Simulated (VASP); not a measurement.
Computed with r2SCAN+rVV10, VASP's PBE PAW potentials (set 64) (plane waves; VASP).

VASP input:

### POSCAR
```
CoAl
1.0
  2.8600000000   0.0000000000   0.0000000000
  0.0000000000   2.8600000000   0.0000000000
  0.0000000000   0.0000000000   2.8600000000
Al Co
1 1
Cartesian
  1.4300000000   1.4300000000   1.4300000000
  0.0000000000   0.0000000000   0.0000000000
```

**KPOINTS**
```
Automatic mesh
0
Gamma
11 11 11
0 0 0
```

### INCAR
```
SYSTEM = CoAl
PREC = Accurate
ENCUT = 520
EDIFF = 1E-6
NELM = 100
ALGO = Normal
LREAL = .FALSE.
LASPH = .TRUE.
ISMEAR = 1
SIGMA = 0.1
METAGGA = R2SCAN
LUSE_VDW = .TRUE.
BPARAM = 11.95
CPARAM = 0.0093
LMIXTAU = .TRUE.
LMAXMIX = 4
LWAVE = .FALSE.
LCHARG = .FALSE.
IBRION = 2
ISIF = 3
NSW = 60
EDIFFG = -0.01
```

POTCAR, in this order: Al Co (PBE.64 set). Program: vasp_std.

### Question
What will the output report for the number of irreducible k-points (NKPTS), largest plane-wave count, number of space-group operations, FFT grid (NGX, NGY, NGZ)?

### Answer

| Property | Value |
|---|---|
| number of irreducible k-points (NKPTS) | 56 |
| largest plane-wave count | 647 |
| number of space-group operations | 48 |
| FFT grid (NGX, NGY, NGZ) | 24 × 24 × 24 |

The compound is CoAl in the CsCl type structure. This run relaxes it. Symmetry was kept, so distortions that lower it aren't found. The run is not spin-polarised, so no magnetic state was tried.
